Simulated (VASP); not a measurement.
Given:

```yaml
crystal:
  lattice:
    - [4.89515, 0.00000, 0.00000]
    - [0.00000, 4.89515, 0.00000]
    - [0.00000, 0.00000, 28.91695]
  atoms:
    - { symbol: Br, position: [0.00000, 0.50000, 0.32022] }
    - { symbol: Br, position: [0.00000, 0.50000, 0.56003] }
    - { symbol: Br, position: [0.50000, 0.00000, 0.43997] }
    - { symbol: Br, position: [0.50000, 0.00000, 0.67978] }
    - { symbol: Rb, position: [0.50000, 0.00000, 0.32062] }
    - { symbol: Rb, position: [0.00000, 0.50000, 0.44006] }
    - { symbol: Rb, position: [0.50000, 0.00000, 0.55994] }
    - { symbol: Rb, position: [0.00000, 0.50000, 0.67938] }
```

All values below come from r2SCAN meta-GGA, VASP's PBE PAW potentials (set 64) (plane waves; VASP). Run with PREC = Normal, 400 eV cut-off, 4×4×1 Γ-centred mesh, Gaussian smearing of 0.050 eV, potentials Br Rb_sv.

Q: What does the run give for the energy per atom (σ→0), band gap (on the k-mesh) with the smallest direct gap where there is one?

A: 
| Item | Result |
|---|---|
| band gap (on the k-mesh) | 4.93 eV |
| smallest direct gap (on the k-mesh) | 4.93 eV |
| energy per atom (σ→0) | -15.534 eV/atom |

The cell is a thin slab with vacuum, built from RbBr (rock salt): (100) face.
